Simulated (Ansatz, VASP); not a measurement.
**Cross-check of SnTe between VASP and Ansatz**

One calculation is typed for both programs; each brings its own data sets. How far apart do they land? The cell is taken from a series of runs on this material, whose earlier steps may have relaxed, scaled, displaced or heated it; both programs get it as it stands.

Method: plane waves, with VASP 6.6.1 beside it; zone-centre phonons at PBEsol, in Ansatz 0.2.0.

## Step 1: Starting point

The structure is tetragonal, space group I4/mmm (No. 139). The conventional cell has a = 4.358 Å, b = 4.358 Å, c = 6.293 Å, α = 90.00°, β = 90.00°, γ = 90.00°. Nearest to Sn lie 6 Te at 3.08 to 3.15 Å. Te has 6 Sn at 3.08 to 3.15 Å nearest. Farther neighbours and most contacts between anions are not listed.

## Step 2: Ansatz: zone-centre phonons, PBEsol

Ansatz runs on its PAW soft_1 files.

Second derivatives magnify differences that forces hide, and they need a tight electronic threshold.

Input file input.yaml:

```yaml
crystal:
  lattice:
    - [0.0, 3.081248429, 3.1464557262]
    - [3.081248429, 0.0, 3.1464557262]
    - [3.081248429, 3.081248429, 0.0]
  atoms:
    - { symbol: Sn, position: [0.0, 0.0, 0.0] }
    - { symbol: Te, position: [0.5, 0.5, 0.5] }
kpoints:
  mp_grid: { grid: [12, 12, 12] }
hamiltonian:
  xc: pbesol
  pseudopotentials: { kind: paw, azcp: { folder: soft_1 }, xc_functional: pbe }
scf:
  occupations: { method: fixed }
output:
  eigenvalues: true
phonons:
  method: dfpt
```

Command:

```console
> ansatz run input.yaml --threads 4 --pin off --max-ram 10240MiB --backend cpu --events-out ev --progress --plain --runs-dir out
```

Numbers of over 12 decimals in the logs are rounded to 6 here.

Log:

```text
zone centre: on kpoints.mp_grid the ground state, and the responses unless they are solved on pairs of k-points, stand on 280 of the mesh's 1728 k-points, reduced under 8 symmetry operations, with k and −k counted as one. Each operation leaves every solved displacement unchanged or reverses it
Engine: ansatz 0.2.0, x86_64-unknown-linux-gnu
Pseudopotentials: kind: paw
Pseudopotential: Sn, paw, valence charge 14, recommended cutoff 420 eV (normal), soft_1/Sn.paw.azcp
Pseudopotential: Te, paw, valence charge 16, recommended cutoff 420 eV (normal), soft_1/Te.paw.azcp
Functional definition: PBEsol
  exchange = pbesol_x
  correlation = pbesol_c
Crystal: 2 atoms, lattice volume = 59.745 Å³
Basis set: ecut = 420 eV, 1195 PW (Γ), exchange–correlation on 60×60×60 points (8 copies of the dense FFT grid, shifted against one another)
Bands: 19, of which v1, the nominal top of the filled ones, is band 15 counted from 1 (14 counted from 0)
Symmetry: 16 space group operations
k-points: 280 of 1728 (irreducible under 8 space group operations)
Non-local potential: Sn, projectors of the file, l = 0: 2, l = 1: 2, l = 2: 2, l = 3: 1
Non-local potential: Te, projectors of the file, l = 0: 2, l = 1: 2, l = 2: 2, l = 3: 1
PAW form: soft (Blöchl's): semilocal exchange-correlation on the pseudo side does not see the compensation charge
PAW frozen core: Sn, regenerated for the run's functional, and the local potential with it (the file was generated under x = pbe(κ = 0.804, μ = 0.219515), c = pbe(β = 0.066725))
PAW frozen core: Te, regenerated for the run's functional, and the local potential with it (the file was generated under x = pbe(κ = 0.804, μ = 0.219515), c = pbe(β = 0.066725))
PAW one-centre angular grid: Sn, 590 points (default); XC on 64 Gauss nodes
PAW one-centre angular grid: Te, 590 points (default); XC on 64 Gauss nodes
Initial density: superposition of atomic densities (chi_scale 0.1, normalization cell, long waves kept (reshape's long-wave potential 0.00 eV rms))
Initial wavefunctions: pseudopotential atomic-orbital guess
Functional: x = pbesol(κ = 0.804, μ = 0.123457), c = pbesol(β = 0.046)
SCF iter   1: F=—  HF=-12851.987373 eV  |F-HF|=—  |Δ(HF+E_count)|=         —  Δρ=1.09e-2  dr2=6.45e-2  ethr=3.10e-3  ⟨swp⟩=4.9  Hψ=22957  notcnv=0  defer=512
preconditioner: auto → none  [insulator: Δε(μ)=0.301 eV  Ē_g=8.891 eV  n_scr=14 (ndim 8)  ℏωp=15.2 eV  f_vac=0.000  ε∞_Penn≈3.9]
SCF iter   2: F=—  HF=-12851.982974 eV  |F-HF|=—  |Δ(HF+E_count)|=   4.40e-3  Δρ=5.26e-3  dr2=1.31e-2  ethr=2.15e-4  ⟨swp⟩=2.0  Hψ=8130  notcnv=0  defer=550
SCF iter   3: F=—  HF=-12851.984786 eV  |F-HF|=—  |Δ(HF+E_count)|=   1.81e-3  Δρ=1.10e-3  dr2=1.49e-3  ethr=4.35e-5  ⟨swp⟩=2.0  Hψ=10095  notcnv=0  defer=551
SCF iter   4: F=—  HF=-12851.984330 eV  |F-HF|=—  |Δ(HF+E_count)|=   4.56e-4  Δρ=2.70e-4  dr2=3.35e-5  ethr=4.96e-6  ⟨swp⟩=3.8  Hψ=10479  notcnv=0  defer=555
SCF iter   5: F=—  HF=-12851.984328 eV  |F-HF|=—  |Δ(HF+E_count)|=   1.63e-6  Δρ=3.85e-5  dr2=7.45e-7  ethr=1.12e-7  ⟨swp⟩=2.0  Hψ=9512  notcnv=0  defer=535
SCF iter   6: F=—  HF=-12851.984329 eV  |F-HF|=—  |Δ(HF+E_count)|=   5.17e-7  Δρ=1.12e-5  dr2=4.86e-8  ethr=2.48e-9  ⟨swp⟩=2.0  Hψ=9524  notcnv=0  defer=349
SCF iter   7: F=—  HF=-12851.984329 eV  |F-HF|=—  |Δ(HF+E_count)|=   6.32e-9  Δρ=4.50e-6  dr2=1.02e-8  ethr=1.62e-10  ⟨swp⟩=2.3  Hψ=8054  notcnv=0  defer=349
SCF iter   8: F=-12851.984329 eV  HF=-12851.984329 eV  |F-HF|=4.00e-11  |Δ(HF+E_count)|=   5.19e-9  Δρ=3.16e-7  dr2=4.71e-11  ethr=1.00e-12  ⟨swp⟩=9.2  Hψ=44212  notcnv=0
SCF 1 converged in 8 iterations: F = -12851.984329 eV  dr2 = 4.71e-11
  greatest PAW one-centre occupation: 0.998 electrons in one spin orbital (limit 2), on the Te atom at site 1 (counted from 0), in its partial waves of l = 2
DFPT response loops at Γ: preconditioner auto → Resta (q_TF=auto, 2.432 Å⁻¹)  ε∞=14.7 (no band partly filled); β = 1.00, the filter's whole step (`scf.mixing.beta` (0.50) is not read by the response loops at its default; to damp them type it under 1.00, their step now; it binds the ground state too); Broyden in place of MSR1
SCF converged after 8 iterations
Free energy (F): -12851.984329 eV
Harris-Foulkes:  -12851.984329 eV  (|F-HF|=4.00e-11)
Internal energy: -12851.984329 eV  (E = F + TS)
E sigma→0 (E₀):  -12851.984329 eV
Fermi energy:    10.163046 eV
--- Per-component energies (eV) ---
  E_band       = -337.781191
  E_kinetic    = 340.592997
  E_local      = -2613.680622  (includes V_loc(G=0)·N_el)
  E_nonlocal   = 215.770338
  E_hartree    = 1310.563681
  E_xc         = -247.007379
  E_vxc        = -183.183028  (∫ρ·V_xc dr)
  E_paw        = -8888.558514  (= ΣΔE_a)
  E_vpaw       = -718.408184  (= ΣTr[D̂ρ^β])
  E_aug_tail   = 0.000373  (compensation charges beyond the density's cutoff)
  E_ewald      = -2970.324855
  E_core_change = 0.659651  (= ΣΔE_core)
  E_smearing   = -0.000000  (= −TS)
  E_closure    = 0.000000  (closes the sum)
  Σ components = -12851.984329   (vs F -12851.984329, Δ=0.00e0)
--- Band table (eV; the first three rows and the last of 280) ---
  k-point 0: bands = [... 11 lower, 5.7400, 7.9291, 7.9291, 8.1622, 13.3505, 13.8782, 13.8782, 14.8249]
  k-point 1: bands = [... 11 lower, 5.3135, 7.9444, 8.0617, 8.3535, 13.0098, 13.4915, 13.5079, 14.8439]
  k-point 2: bands = [... 11 lower, 4.4386, 7.9936, 8.1040, 8.8853, 12.3137, 12.7174, 12.7772, 14.8924]
  k-point 279: bands = [... 11 lower, 3.8439, 4.3614, 6.3295, 6.3295, 12.2306, 15.4722, 15.4722, 16.7604]
--- Phonons (Γ-DFPT): 4 representative perturbations + reference, on 280 of 1728 k-points (Σ response iterations 12) ---
  k mesh reduced under 8 symmetry operations, with k and −k counted as one. Each operation leaves every solved displacement unchanged or reverses it
  ASR residual: 2.539e-4 → 0.000e0 eV/Å²; symmetrization residual: 1.242e-5 eV/Å²
  ASR residual per site (eV/Å²): 2.54e-4 1.75e-4
  Γ frequencies (cm⁻¹): 0.00 0.00 0.00 36.66 59.90 59.90
  non-analytic LO–TO correction: not included (Born effective charges unavailable; polar crystals: no LO–TO splitting at Γ)
```

## Step 3: VASP: zone-centre phonons, PBEsol

The same cell, functional and mesh now go to VASP, with its own data sets.

Lines of VASP's logs that name or quote its potential files are left out, and so is its time.

Input file INCAR:

```
SYSTEM = SnTe
PREC = Accurate
ENCUT = 500
EDIFF = 1E-08
NELM = 120
ISMEAR = 0
SIGMA = 0.01
LREAL = .FALSE.
ALGO = Normal
GGA = PS
NBANDS = 16
LORBIT = 11
LWAVE = .FALSE.
LCHARG = .FALSE.
ISIF = 2
IBRION = 8
LASPH = .TRUE.
GGA_COMPAT = .FALSE.
EFERMI = MIDGAP
KPAR = 2
```

Input file POSCAR:

```
SnTe
1.0
    0.0000000000      3.0812484290      3.1464557262
    3.0812484290      0.0000000000      3.1464557262
    3.0812484290      3.0812484290      0.0000000000
Sn Te
1 1
Direct
    0.0000000000      0.0000000000      0.0000000000
    0.5000000000      0.5000000000      0.5000000000
```

Input file KPOINTS:

```
Automatic mesh
0
Gamma
12 12 12
0 0 0
```

PAW data sets: Sn_d and Te (PBE family, release 64).

Command:

```console
> mpirun -np 2 vasp_std
```

Log:

```text
[banner, memory and clock lines left out]
running    2 mpi-ranks, on    1 nodes
 distrk:  each k-point on    1 cores,    2 groups
 distr:  one band on    1 cores,    1 groups

 POSCAR found type information on POSCAR SnTe
 POSCAR found :  2 types and       2 ions
|                                                                             |
|               ----> ADVICE to this user running VASP <----                  |
|                                                                             |
|     You enforced a specific xc type in the INCAR file but a different       |
|     [... a line on the potential file left out ...]
|     I HOPE YOU KNOW WHAT YOU ARE DOING!                                     |
|                                                                             |

 LDA part: xc-table for (Slater+PW92), standard interpolation
 POSCAR, INCAR and KPOINTS ok, starting setup
 FFT: planning ... GRIDC
 FFT: planning ... GRID_SOFT
 FFT: planning ... GRID
 WAVECAR not read
 entering main loop
       N       E                     dE             d eps       ncg     rms          rms(c)
DAV:   1     0.121991686441E+03    0.12199E+03   -0.94705E+03  5248   0.142E+03
DAV:   2     0.165195056017E+01   -0.12034E+03   -0.11771E+03  5672   0.350E+02
DAV:   3    -0.810132391644E+01   -0.97533E+01   -0.96988E+01  6784   0.869E+01
DAV:   4    -0.835114404510E+01   -0.24982E+00   -0.24978E+00  6192   0.152E+01
DAV:   5    -0.836189315822E+01   -0.10749E-01   -0.10749E-01  7824   0.290E+00    0.531E+00
DAV:   6    -0.831819899123E+01    0.43694E-01   -0.93172E-02  7480   0.261E+00    0.330E+00
DAV:   7    -0.831577160426E+01    0.24274E-02   -0.40721E-02  6888   0.138E+00    0.596E-01
DAV:   8    -0.831498409135E+01    0.78751E-03   -0.68073E-03  6624   0.751E-01    0.157E-01
DAV:   9    -0.831505291543E+01   -0.68824E-04   -0.45046E-04  7160   0.205E-01    0.484E-02
DAV:  10    -0.831503908630E+01    0.13829E-04   -0.53343E-05  6808   0.734E-02    0.226E-02
DAV:  11    -0.831503841667E+01    0.66963E-06   -0.16375E-05  7104   0.383E-02    0.106E-02
DAV:  12    -0.831503839400E+01    0.22673E-07   -0.13527E-06  6592   0.123E-02    0.592E-03
DAV:  13    -0.831503820300E+01    0.19100E-06   -0.22667E-07  7160   0.427E-03    0.284E-03
DAV:  14    -0.831503830868E+01   -0.10568E-06   -0.17002E-08  4944   0.101E-03    0.445E-04
DAV:  15    -0.831503833467E+01   -0.25991E-07   -0.17533E-09  3744   0.376E-04    0.301E-04
DAV:  16    -0.831503833070E+01    0.39690E-08   -0.10152E-09  3456   0.228E-04
   1 F= -.83150383E+01 E0= -.83150383E+01  d E =-.159970E-85
 Linear response reoptimize wavefunctions to high precision
DAV:   1    -0.831503833020E+01    0.49931E-09   -0.16573E-10  3888   0.119E-04
DAV:   2    -0.831503833019E+01    0.11369E-10   -0.33678E-11  3344   0.581E-05
 Linear response DOF=           4
 Linear response progress:
  Degree of freedom:   1/  4
       N       E                     dE             d eps       ncg     rms          rms(c)
RMM:   1    -0.215095778791E+00   -0.21510E+00    0.32345E-01 10836   0.104E+01
RMM:   2    -0.220380529126E+00   -0.52848E-02   -0.11863E-02 15821   0.870E-01    0.895E-02
RMM:   3    -0.220196142541E+00    0.18439E-03   -0.90442E-04 17426   0.243E-01    0.482E-02
RMM:   4    -0.219893223705E+00    0.30292E-03   -0.89847E-05 17467   0.753E-02    0.840E-03
RMM:   5    -0.219891290354E+00    0.19334E-05   -0.81017E-06 17953   0.227E-02    0.373E-03
RMM:   6    -0.219898043488E+00   -0.67531E-05   -0.14039E-06 17605   0.773E-03    0.117E-03
RMM:   7    -0.219896490431E+00    0.15531E-05   -0.36700E-07 18211   0.304E-03    0.783E-04
RMM:   8    -0.219893734070E+00    0.27564E-05    0.36069E-07 17790   0.129E-03    0.331E-04
RMM:   9    -0.219893137468E+00    0.59660E-06    0.49352E-07 18456   0.608E-04    0.139E-04
RMM:  10    -0.219892668750E+00    0.46872E-06    0.74474E-07 18242   0.310E-04    0.904E-05
RMM:  11    -0.219892693834E+00   -0.25084E-07    0.49732E-07 19580   0.152E-04    0.154E-04
RMM:  12    -0.219892664183E+00    0.29651E-07    0.23686E-07 18472   0.836E-05    0.165E-04
RMM:  13    -0.219892542317E+00    0.12187E-06    0.12969E-07 17905   0.526E-05    0.981E-05
RMM:  14    -0.219892516361E+00    0.25956E-07    0.56861E-08 19100   0.311E-05    0.916E-05
RMM:  15    -0.219892392200E+00    0.12416E-06    0.27839E-08 17198   0.272E-05    0.332E-05
RMM:  16    -0.219892350600E+00    0.41600E-07    0.13969E-08 18598   0.202E-05    0.137E-05
RMM:  17    -0.219892344773E+00    0.58270E-08    0.52695E-09 14662   0.159E-05    0.915E-06
 first order change of Fermi-energy   0.10093E-03
 force on displaced ion       1 direction 1 :  -0.849   0.000   0.000
 Linear response progress:
  Degree of freedom:   2/  4
       N       E                     dE             d eps       ncg     rms          rms(c)
RMM:   1    -0.214815868375E+00   -0.21482E+00    0.33972E-01  6308   0.106E+01
RMM:   2    -0.220171993612E+00   -0.53561E-02   -0.11709E-02  9150   0.863E-01    0.760E-02
RMM:   3    -0.220040909705E+00    0.13108E-03   -0.89099E-04 10010   0.239E-01    0.405E-02
RMM:   4    -0.219785817775E+00    0.25509E-03   -0.78997E-05 10121   0.713E-02    0.856E-03
RMM:   5    -0.219775940512E+00    0.98773E-05   -0.77620E-06 10430   0.220E-02    0.359E-03
RMM:   6    -0.219780172685E+00   -0.42322E-05   -0.13305E-06 10243   0.736E-03    0.129E-03
RMM:   7    -0.219779073953E+00    0.10987E-05   -0.34301E-07 10563   0.289E-03    0.667E-04
RMM:   8    -0.219775194289E+00    0.38797E-05    0.17092E-07 10078   0.128E-03    0.118E-04
RMM:   9    -0.219775936841E+00   -0.74255E-06    0.42385E-07 10620   0.573E-04    0.188E-04
RMM:  10    -0.219775545020E+00    0.39182E-06    0.58344E-07 10498   0.280E-04    0.135E-04
RMM:  11    -0.219775420126E+00    0.12489E-06    0.38285E-07 11087   0.141E-04    0.927E-05
RMM:  12    -0.219774975312E+00    0.44481E-06    0.19684E-07 10120   0.103E-04    0.451E-05
RMM:  13    -0.219775056492E+00   -0.81180E-07    0.82970E-08 11125   0.499E-05    0.104E-05
RMM:  14    -0.219775029169E+00    0.27323E-07    0.41611E-08 10735   0.275E-05    0.301E-06
RMM:  15    -0.219775008634E+00    0.20535E-07    0.25028E-08  9007   0.183E-05    0.348E-06
RMM:  16    -0.219774982143E+00    0.26491E-07    0.11703E-08  9058   0.146E-05    0.438E-07
RMM:  17    -0.219774985529E+00   -0.33859E-08    0.66381E-09  6293   0.121E-05    0.102E-06
 first order change of Fermi-energy  -0.15256E-03
 force on displaced ion       1 direction 3 :   0.000   0.000  -0.331
 Linear response progress:
  Degree of freedom:   3/  4
       N       E                     dE             d eps       ncg     rms          rms(c)
RMM:   1    -0.466272807694E-01   -0.46627E-01    0.67263E-02 19191   0.905E-01
RMM:   2    -0.470658597054E-01   -0.43858E-03   -0.20363E-03 16809   0.225E-01    0.710E-02
RMM:   3    -0.472443479670E-01   -0.17849E-03   -0.16341E-04 17081   0.655E-02    0.520E-02
RMM:   4    -0.475161719355E-01   -0.27182E-03   -0.25024E-05 16867   0.332E-02    0.626E-03
RMM:   5    -0.475242348043E-01   -0.80629E-05   -0.11448E-06 17399   0.791E-03    0.322E-03
RMM:   6    -0.475239139860E-01    0.32082E-06   -0.94936E-08 16884   0.228E-03    0.765E-04
RMM:   7    -0.475229841059E-01    0.92988E-06   -0.12772E-08 17305   0.528E-04    0.150E-04
RMM:   8    -0.475229134337E-01    0.70672E-07   -0.61472E-08 16887   0.164E-04    0.352E-05
RMM:   9    -0.475228588298E-01    0.54604E-07    0.28264E-07 18260   0.602E-05    0.167E-05
RMM:  10    -0.475229067232E-01   -0.47893E-07    0.32320E-07 18744   0.184E-05    0.343E-06
RMM:  11    -0.475228914440E-01    0.15279E-07    0.39234E-08 17131   0.862E-06    0.911E-07
RMM:  12    -0.475228924135E-01   -0.96942E-09   -0.19422E-08 13753   0.591E-06    0.385E-07
 first order change of Fermi-energy  -0.21488E-03
 force on displaced ion       2 direction 1 :  -0.857   0.000   0.000
 Linear response progress:
  Degree of freedom:   4/  4
       N       E                     dE             d eps       ncg     rms          rms(c)
RMM:   1    -0.466366314258E-01   -0.46637E-01    0.64718E-02 11053   0.869E-01
RMM:   2    -0.470511344353E-01   -0.41450E-03   -0.19648E-03  9765   0.219E-01    0.612E-02
RMM:   3    -0.472226534271E-01   -0.17152E-03   -0.16277E-04  9916   0.636E-02    0.450E-02
RMM:   4    -0.474697417460E-01   -0.24709E-03   -0.22819E-05  9804   0.307E-02    0.603E-03
RMM:   5    -0.474820893371E-01   -0.12348E-04   -0.10767E-06 10098   0.740E-03    0.301E-03
RMM:   6    -0.474803887789E-01    0.17006E-05   -0.92299E-08  9735   0.214E-03    0.746E-04
RMM:   7    -0.474794722191E-01    0.91656E-06   -0.82928E-10 10021   0.509E-04    0.154E-04
RMM:   8    -0.474793163879E-01    0.15583E-06   -0.39746E-08  9907   0.153E-04    0.345E-05
RMM:   9    -0.474792381100E-01    0.78278E-07    0.36912E-07 10554   0.546E-05    0.168E-05
RMM:  10    -0.474792869194E-01   -0.48809E-07    0.33427E-07 10855   0.158E-05    0.350E-06
RMM:  11    -0.474792736938E-01    0.13226E-07    0.36667E-08  9575   0.776E-06    0.734E-07
RMM:  12    -0.474792772291E-01   -0.35353E-08   -0.16851E-08  7236   0.511E-06    0.411E-07
 first order change of Fermi-energy   0.27229E-03
 force on displaced ion       2 direction 3 :   0.000   0.000  -0.337
 Linear response finished
```

(Continued in part 2 of 2.)

[Lines on the potential files, build, host, timing and source positions are cut from VASP's logs without a mark.]

[Logs are printed without paths, hosts, clocks, repeated set-up lines and the standing remarks that a program may print on its own settings, such as how far it seeks lower states.]

[Hosts, paths, dates, database ids (printed as entryN), source tags and the programs' standing remarks are cut or masked in the printed files.]
